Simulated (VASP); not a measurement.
Energy against volume of Li (bcc). Level of theory: revPBE GGA, VASP's PBE PAW potentials (set 64) (plane waves; VASP 6.6.1).

```tsv
V (Å³/atom)	E (eV/atom)
19.785	-1.80320
20.416	-1.80616
21.048	-1.80734
21.679	-1.80698
22.311	-1.80525
```

Task: Fit a third-order Birch-Murnaghan equation of state.

Result: 
```json
{
  "volume_per_atom": "21.20 Å³/atom",
  "bulk_modulus": "12.8 GPa",
  "pressure_derivative_of_the_bulk_modulus": "3.36",
  "lattice_constant_a": "3.487 Å"
}
```

Measured: bulk modulus 13.8 GPa at 0 K (computed value off by -7.3 %), as given by H. Levämäki et al., Physical Review B (2014), arXiv:1402.3671 [corrected for temperature and zero-point phonon effects]; a 3.449 Å at 0 K (computed value off by +1.1 %), as given by Gábor I. Csonka et al., Physical Review B (2009), arXiv:0903.4037 [low-temperature or extrapolated to 0 K; zero-point anharmonic expansion removed].

The compound is Li in the bcc structure. It was relaxed first.
